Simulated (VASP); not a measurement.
# NaFe2P2 (P-3m1) in VASP: single point with r2SCAN

Aim: the single point of NaFe2P2 with r2SCAN.

All numbers are computed with VASP 6.6.1; they aren't measurements. Logs are shortened: lines on timing, memory, paths and dates and some standing lists are left out, and cuts for length are marked.

## (1) The crystal as given

Symmetry: P-3m1, No. 164, trigonal system. The conventional cell has a = 3.616 Å, b = 3.616 Å, c = 6.911 Å, α = 90.00°, β = 90.00°, γ = 120.00°. Fe (site symmetry 3m) is surrounded by 4 P at 2.16 to 2.18 Å. P (site symmetry 3m) has 4 Fe at 2.16 to 2.18 Å as nearest neighbours. Na (site symmetry -3m) has 6 P at 2.95 Å and 6 Fe at 3.37 Å as nearest neighbours.

The cell was built by a generator and needn't be a form met in nature.

## (2) Single point, r2SCAN

Contents of POSCAR:

```
NaFe2P2
1.0
    1.8082087117      3.1319093593      0.0000000000
   -1.8082087117      3.1319093593      0.0000000000
    0.0000000000      0.0000000000      6.9108414192
Fe P Na
2 2 1
Direct
    0.3333333333      0.3333333333      0.6169833825
    0.6666666667      0.6666666667      0.3830166175
    0.3333333333      0.3333333333      0.3011331562
    0.6666666667      0.6666666667      0.6988668438
    0.0000000000      0.0000000000      0.0000000000
```

Contents of INCAR.step1:

```
ALGO     = Normal         # electronic algorithm
EDIFF    = 1E-4           # SCF threshold, eV
ENCUT    = 520            # plane-wave cutoff, eV
GGA      = PE             # functional
ISMEAR   = -1             # smearing method
LASPH    = T              # aspherical terms in the spheres
LCHARG   = F              # write CHGCAR
LREAL    = F              # projectors in reciprocal space
LWAVE    = T              # write WAVECAR
NBANDS   = 24             # bands
NELM     = 60             # most SCF steps
PREC     = Accurate       # precision mode
SIGMA    = 0.1472         # smearing width, eV
```

Contents of INCAR.step2:

```
ALGO     = Normal         # electronic algorithm
EDIFF    = 1E-6           # SCF threshold, eV
ENCUT    = 520            # plane-wave cutoff, eV
ISIF     = 2              # what is computed and relaxed
ISMEAR   = -1             # smearing method
ISTART   = 1            
LASPH    = T              # aspherical terms in the spheres
LCHARG   = F              # write CHGCAR
LMIXTAU  = T            
LREAL    = F              # projectors in reciprocal space
LWAVE    = F              # write WAVECAR
METAGGA  = R2SCAN         # meta-GGA
NBANDS   = 24             # bands
NELM     = 60             # most SCF steps
PREC     = Accurate       # precision mode
SIGMA    = 0.1472         # smearing width, eV
```

Contents of KPOINTS:

```
k-points
0
Gamma
  5 5 3
```

Potentials or basis: VASP PAW PBE potentials, release 64 (Fe, P, Na_pv).

Started as:

```console
> cat potpaw_PBE.64/Fe/POTCAR potpaw_PBE.64/P/POTCAR potpaw_PBE.64/Na_pv/POTCAR > POTCAR
> cp INCAR.step1 INCAR
> mpirun -np 1 vasp_std > vasp.out
> cp INCAR.step2 INCAR
> mpirun -np 1 vasp_std > vasp.out
```

OUTCAR:

```text
EDIFF = 1E-6
   ENCUT = 520
   ISIF = 2
   ISMEAR = -1
   ISTART = 1
   LASPH = T
   LREAL = F
   METAGGA = R2SCAN
   NELM = 60
   PREC = Accurate

 ion  position               nearest neighbor table
   1  0.333  0.333  0.617-   4 2.16   4 2.16   4 2.16   3 2.18   2 2.64   2 2.64   2 2.64
   2  0.667  0.667  0.383-   3 2.16   3 2.16   3 2.16   4 2.18   1 2.64   1 2.64   1 2.64
   3  0.333  0.333  0.301-   2 2.16   2 2.16   2 2.16   1 2.18
   4  0.667  0.667  0.699-   1 2.16   1 2.16   1 2.16   2 2.18
   5  0.000  0.000  0.000-

  LATTYP: Found a hexagonal cell.
 ALAT       =     3.6164174234
 C/A-ratio  =     1.9109634232

  Lattice vectors:

 A1 = (   1.8082087117,  -3.1319093593,   0.0000000000)
 A2 = (   1.8082087117,   3.1319093593,   0.0000000000)
 A3 = (   0.0000000000,   0.0000000000,   6.9108414192)

Analysis of symmetry for initial positions (statically):
=====================================================================
 Subroutine PRICEL returns:
 Original cell was already a primitive cell.

 Routine SETGRP: Setting up the symmetry group for a
 hexagonal supercell.

 Subroutine GETGRP returns: Found 12 space group operations
 (whereof 12 operations were pure point group operations)
 out of a pool of 24 trial point group operations.

The static configuration has the point symmetry D_3d.

Analysis of symmetry for dynamics (positions and initial velocities):
=====================================================================
 Subroutine PRICEL returns:
 Original cell was already a primitive cell.

 Routine SETGRP: Setting up the symmetry group for a
 hexagonal supercell.

 Subroutine GETGRP returns: Found 12 space group operations
 (whereof 12 operations were pure point group operations)
 out of a pool of 24 trial point group operations.

The dynamic configuration has the point symmetry D_3d.

 Subroutine INISYM returns: Found 12 space group operations
 (whereof 12 operations are pure point group operations),
 and found     1 'primitive' translations

----------------------------------------------------------------------------------------

                                     Primitive cell

  volume of cell :      78.2742

  direct lattice vectors                    reciprocal lattice vectors
     1.808208712  3.131909359  0.000000000     0.276516752  0.159647021  0.000000000
    -1.808208712  3.131909359  0.000000000    -0.276516752  0.159647021  0.000000000
     0.000000000  0.000000000  6.910841419     0.000000000  0.000000000  0.144700180

  length of vectors
     3.616417423  3.616417423  6.910841419     0.319294042  0.319294042  0.144700180

  position of ions in fractional coordinates (direct lattice)
     0.333333333  0.333333333  0.616983383
     0.666666667  0.666666667  0.383016617
     0.333333333  0.333333333  0.301133156
     0.666666667  0.666666667  0.698866844
     0.000000000  0.000000000  0.000000000

  ion indices of the primitive-cell ions
   primitive index   ion index
                 1           1
                 2           2
                 3           3
                 4           4
                 5           5

----------------------------------------------------------------------------------------

 KPOINTS: k-points

Automatic generation of k-mesh.
 Grid dimensions read from file:
 generate k-points for:    5    5    3

 Generating k-lattice:

  Cartesian coordinates                     Fractional coordinates (reciprocal lattice)
     0.055303350  0.031929404  0.000000000     0.200000000  0.000000000  0.000000000
    -0.055303350  0.031929404  0.000000000     0.000000000  0.200000000  0.000000000
     0.000000000  0.000000000  0.048233393     0.000000000  0.000000000  0.333333333

  Length of vectors
     0.063858808  0.063858808  0.048233393

  Shift w.r.t. Gamma in fractional coordinates (k-lattice)
     0.000000000  0.000000000  0.000000000

 Subroutine IBZKPT returns following result:
 ===========================================

 Found     12 irreducible k-points:

 Following reciprocal coordinates:
            Coordinates               Weight
  0.000000  0.000000  0.000000      1.000000
  0.200000  0.000000  0.000000      6.000000
  0.400000 -0.000000  0.000000      6.000000
  0.400000  0.200000  0.000000      6.000000
 -0.400000  0.200000  0.000000      6.000000
  0.000000  0.000000  0.333333      2.000000
  0.200000  0.000000  0.333333      6.000000
  0.200000  0.200000  0.333333      6.000000
  0.400000 -0.000000  0.333333      6.000000
  0.400000  0.400000  0.333333      6.000000
  0.400000  0.200000  0.333333     12.000000
 -0.400000  0.200000  0.333333     12.000000
   k-points           NKPTS =     12   k-points in BZ     NKDIM =     12   number of bands    NBANDS=     24
   number of dos      NEDOS =    301   number of ions     NIONS =      5
   total plane-waves  NPLWV =  42336
   dimension x,y,z NGX =    28 NGY =   28 NGZ =   54
   dimension x,y,z NGXF=    56 NGYF=   56 NGZF=  108
   ions per type =               2   2   1
   NGX,Y,Z   is equivalent  to a cutoff of  12.87, 12.87, 12.99 a.u.
   NGXF,Y,Z  is equivalent  to a cutoff of  25.74, 25.74, 25.98 a.u.
 SYSTEM =  unknown system
   PREC   = accura    normal or accurate (medium, high low for compatibility)
   ISTART =      1    job   : 0-new  1-cont  2-samecut
   ICHARG =      0    charge: 1-file 2-atom 10-const
   ISPIN  =      1    spin polarized calculation?
   LNONCOLLINEAR =      F non collinear calculations
   LSORBIT =      F    spin-orbit coupling
   LASPH  =      T    aspherical Exc in radial PAW
   ENCUT  =  520.0 eV  38.22 Ry    6.18 a.u.   6.72  6.72 12.85*2*pi/ulx,y,z
   NELM   =     60;   NELMIN=  2; NELMDL=  0     # of ELM steps
   EDIFF  = 0.1E-05   stopping-criterion for ELM
   LREAL  =      F    real-space projection
   EDIFFG = 0.1E-04   stopping-criterion for IOM
   NSW    =      0    number of steps for IOM
   IBRION =     -1    ionic relax: 0-MD 1-quasi-New 2-CG
   NFREE  =      0    steps in history (QN), initial steepest desc. (CG)
   ISIF   =      2    stress and relaxation
   ISYM   =      2    0-nonsym 1-usesym 2-fastsym
   POTIM  = 0.5000    time-step for ionic-motion
   TEBEG  =    0.0;   TEEND  =   0.0 temperature during run
   PSTRESS=    0.0 pullay stress
   NELECT =      33.0000    total number of electrons
   NUPDOWN=      -1.0000    fix difference up-down
   EMIN   =  10.00;   EMAX   =-10.00  energy-range for DOS
   EFERMI =   0.00;   METHOD = LEGACY
   ISMEAR =    -1;   SIGMA  =   0.15  broadening in eV -4-tet -1-fermi 0-gaus
   EFERMI_NEDOS =   21; number of points for ismear=-14 and -15
   IALGO  =     38    algorithm
   IMIX   =      4    mixing-type and parameters
     AMIX     =   0.40;   BMIX     =  1.00
     AMIX_MAG =   1.60;   BMIX_MAG =  1.00
  volume/ion in A,a.u.               =      15.65       105.64
  Fermi-wavevector in a.u.,A,eV,Ry     =   1.227552  2.319737 20.502403  1.506884
  Thomas-Fermi vector in A             =   2.362511
   LORBIT       =      0    0 simple, 1 ext, 2 COOP (PROOUT), +10 PAW based schemes
   METAGGA = R2SCAN    functional components
   LHFCALC =     F    Hartree Fock is set to
   AEXX    =    0.0000 exact exchange contribution
   IVDW    =     0    specifies the selected vdW correction
   LEPSILON=     F    determine dielectric tensor
   LRPA    =     F    only Hartree local field effects (RPA)
 non-spin polarized calculation
  energy-cutoff  :      520.00
  volume of cell :       78.27
 maximum number of plane-waves:      2125
   NGX = 13   NGY = 13   NGZ = 25

 number of electron      33.0000004 magnetization

 Free energy of the ion-electron system (eV)
  ---------------------------------------------------
  ext. energy  EPLUGINS =         0.00000000
  ---------------------------------------------------
  free energy    TOTEN  =       -51.70379958 eV

  energy without entropy =      -51.43773624  energy(sigma->0) =      -51.57076791

 E-fermi :   4.8944     XC(G=0): -11.0670

 val. band max:        4.7408461857   @ k =   0.4000   0.4000   0.3333
 cond. band min:       4.9020202919   @ k =   0.4000   0.2000   0.0000
 fundamental gap:      0.1611741061
 Fermi energy:         4.8943989944

 k-point     1 :       0.0000    0.0000    0.0000
  band No.  band energies     occupation
      1     -20.0064      2.00000
      2     -20.0062      2.00000
      3     -19.9905      2.00000
      4      -8.0666      2.00000
      5      -6.5272      2.00000
      6      -0.3265      2.00000
[... 16 lines left out ...]
     23      11.4454      0.00000
     24      11.6436      0.00000

 k-point     2 :       0.2000    0.0000    0.0000
  band No.  band energies     occupation
      1     -20.0203      2.00000
      2     -20.0096      2.00000
      3     -19.9872      2.00000
      4      -7.6101      2.00000
      5      -6.2369      2.00000
      6      -0.0552      2.00000
[... 16 lines left out ...]
     23      11.4598      0.00000
     24      11.9630      0.00000

 k-point     3 :       0.4000   -0.0000    0.0000
  band No.  band energies     occupation
      1     -20.0428      2.00000
      2     -20.0148      2.00000
      3     -19.9820      2.00000
      4      -6.5847      2.00000
      5      -5.7904      2.00000
      6      -0.5461      2.00000
[... 16 lines left out ...]
     23      10.9681      0.00000
     24      11.7505      0.00000

 k-point     4 :       0.4000    0.2000    0.0000
  band No.  band energies     occupation
      1     -20.0350      2.00000
      2     -20.0174      2.00000
      3     -19.9830      2.00000
      4      -6.8467      2.00000
      5      -5.8577      2.00000
      6      -0.1140      2.00000
[... 16 lines left out ...]
     23      11.9049      0.00000
     24      12.2189      0.00000

 k-point     5 :      -0.4000    0.2000    0.0000
  band No.  band energies     occupation
      1     -20.0417      2.00000
      2     -20.0244      2.00000
      3     -19.9804      2.00000
      4      -6.1134      2.00000
      5      -5.7573      2.00000
      6      -0.3477      2.00000
[... 16 lines left out ...]
     23      11.9594      0.00000
     24      12.2230      0.00000

 k-point     6 :       0.0000    0.0000    0.3333
  band No.  band energies     occupation
      1     -20.0064      2.00000
      2     -20.0062      2.00000
      3     -19.9906      2.00000
      4      -7.9941      2.00000
      5      -6.6569      2.00000
      6      -0.0344      2.00000
[... 16 lines left out ...]
     23      11.3354      0.00000
     24      11.5938      0.00000
[... 55 lines left out ...]
 k-point     9 :       0.4000   -0.0000    0.3333
  band No.  band energies     occupation
      1     -20.0428      2.00000
      2     -20.0148      2.00000
      3     -19.9820      2.00000
      4      -6.5473      2.00000
      5      -5.8316      2.00000
      6      -0.5737      2.00000
[... 16 lines left out ...]
     23      11.0239      0.00000
     24      11.4224      0.00000

 k-point    10 :       0.4000    0.4000    0.3333
  band No.  band energies     occupation
      1     -20.0430      2.00000
      2     -20.0146      2.00000
      3     -19.9820      2.00000
      4      -6.5569      2.00000
      5      -5.8166      2.00000
      6      -0.6518      2.00000
[... 16 lines left out ...]
     23      10.8950      0.00000
     24      11.2323      0.00000

 k-point    11 :       0.4000    0.2000    0.3333
  band No.  band energies     occupation
      1     -20.0349      2.00000
      2     -20.0174      2.00000
      3     -19.9830      2.00000
      4      -6.8018      2.00000
      5      -5.9154      2.00000
      6      -0.2959      2.00000
[... 16 lines left out ...]
     23      11.8329      0.00000
     24      12.8090      0.00000

 k-point    12 :      -0.4000    0.2000    0.3333
  band No.  band energies     occupation
      1     -20.0417      2.00000
      2     -20.0244      2.00000
      3     -19.9804      2.00000
      4      -6.0996      2.00000
      5      -5.7611      2.00000
      6      -0.4032      2.00000
[... 16 lines left out ...]
     23      10.8786      0.00000
     24      11.7914      0.00000

------------------------ aborting loop because EDIFF is reached ----------------------------------------

  FORCE on cell =-STRESS in cart. coord.  units (eV):
  Direction    XX          YY          ZZ          XY          YZ          ZX
  --------------------------------------------------------------------------------------
  -------------------------------------------------------------------------------------
  Total        0.0373946      0.0373946      0.0375509      0.0000000      0.0000000      0.0000000
  in kB        0.7654225      0.7654225      0.7686203      0.0000000      0.0000000      0.0000000
  external PRESSURE =       0.7664884 kB  Pullay stress =       0.0000000 kB

 VOLUME and BASIS-vectors are now :
 -----------------------------------------------------------------------------
  energy-cutoff  :      520.00
  volume of cell :       78.27
      direct lattice vectors                 reciprocal lattice vectors
     1.808208712  3.131909359  0.000000000     0.276516752  0.159647021  0.000000000
    -1.808208712  3.131909359  0.000000000    -0.276516752  0.159647021  0.000000000
     0.000000000  0.000000000  6.910841419     0.000000000  0.000000000  0.144700180

 POSITION                                       TOTAL-FORCE (eV/Angst)
 -----------------------------------------------------------------------------------
      0.00000      2.08794      4.26387        -0.000000     -0.000000      0.032132
      0.00000      4.17588      2.64697         0.000000      0.000000     -0.032132
      0.00000      2.08794      2.08108         0.000000     -0.000000     -0.026020
      0.00000      4.17588      4.82976         0.000000      0.000000      0.026020
      0.00000      0.00000      0.00000         0.000000     -0.000000     -0.000000
 -----------------------------------------------------------------------------------
    total drift:                               -0.000000      0.000000     -0.000000

  FREE ENERGIE OF THE ION-ELECTRON SYSTEM (eV)
  ---------------------------------------------------
  free  energy   TOTEN  =       -51.7037995791 eV

  energy  without entropy=      -51.4377362350  energy(sigma->0) =      -51.57076791
```

Run time: 55 s. Hardware: 1 thread of AMD EPYC 9R45 (Zen 5), shared host; peak memory 0.18 GiB.

What came out:

- Free energy: -51.7038 eV
- Pressure: 0.1 GPa
- Largest force: 0.032 eV/Å
- Band gap on the k mesh: none (metal or under the smearing width)

Forces on the atoms (eV/Å):
```
Fe   0.000  0.000  0.032
Fe   0.000  0.000 -0.032
P    0.000  0.000 -0.026
P    0.000  0.000  0.026
Na   0.000  0.000  0.000
```

Caveat: the k mesh is coarse (spacing up to 0.40 Å⁻¹), so the values aren't converged; the PAW data sets were made with another functional, which shifts forces and pressure a little. Spin polarisation is off, so any magnetic state and its effect on volume and gap are missing.
